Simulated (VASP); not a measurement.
Input for VASP

**INCAR**
```
! general
SYSTEM =Li2O
PREC   =Accurate
ENCUT  =620   ! plane-wave cut-off (eV)
LREAL  =.FALSE.
LASPH  =.TRUE.

! electronic loop
EDIFF  =1E-6   ! SCF stop (eV)
NELM   =100   ! most electronic steps
ALGO   =Normal

! smearing
ISMEAR =0   ! Gaussian
SIGMA  =0.05

! functional
GGA    =PE   ! PBE

! ions
IBRION =2   ! conjugate gradients
NSW    =40
ISIF   =3   ! ions, shape and volume
EDIFFG =-0.02   ! ionic stop
PSTRESS=450

! output
LWAVE  =.FALSE.
LCHARG =.FALSE.
```

POSCAR:
```
Li2O
1.0
  0.0000000000   2.1370360880   2.1370360880
  2.1370360880   0.0000000000   2.1370360880
  2.1370360880   2.1370360880   0.0000000000
Li O
2 1
direct
  0.2500000000   0.2500000000   0.2500000000
  0.7500000000   0.7500000000   0.7500000000
  0.0000000000   0.0000000000   0.0000000000
```

File KPOINTS:
```
Automatic
0
Gamma
  9 9 9
0 0 0
```

POTCAR, in this order: Li_sv O (PBE.64 set). Program: vasp_std.

Write an equivalent input for Ansatz.

One equivalent input (not run):
Ansatz 0.2 input:
```yaml
crystal:
  lattice:
    - [0.0000000, 2.1370361, 2.1370361]
    - [2.1370361, 0.0000000, 2.1370361]
    - [2.1370361, 2.1370361, 0.0000000]
  atoms:
    - { symbol: Li, position: [0.2500000, 0.2500000, 0.2500000] }
    - { symbol: Li, position: [0.7500000, 0.7500000, 0.7500000] }
    - { symbol: O, position: [0.0000000, 0.0000000, 0.0000000] }
kpoints:
  mp_grid: { grid: [9, 9, 9] }
hamiltonian:
  xc: pbe
  pseudopotentials: { kind: paw }
scf:
  occupations: { method: gaussian, width: 0.05 }
  max_iter: 100
relax:
  max_steps: 40
  f_tol: 0.02
  cell: { p_target: 45 }
output: { forces: true, stress: true, eigenvalues: true }
```
Limits of the translation: each code has its own PAW files, so the cut-off isn't converted (ENCUT is set for VASP's; basis.ecutwfc is left out, and Ansatz then takes the one that its files recommend); Ansatz stops its SCF on the density residual and VASP on the energy change (EDIFF).

The compound is Li2O in the antifluorite structure. This run relaxes it under an external pressure of 45 GPa. Symmetry was kept, so distortions that lower it aren't found.
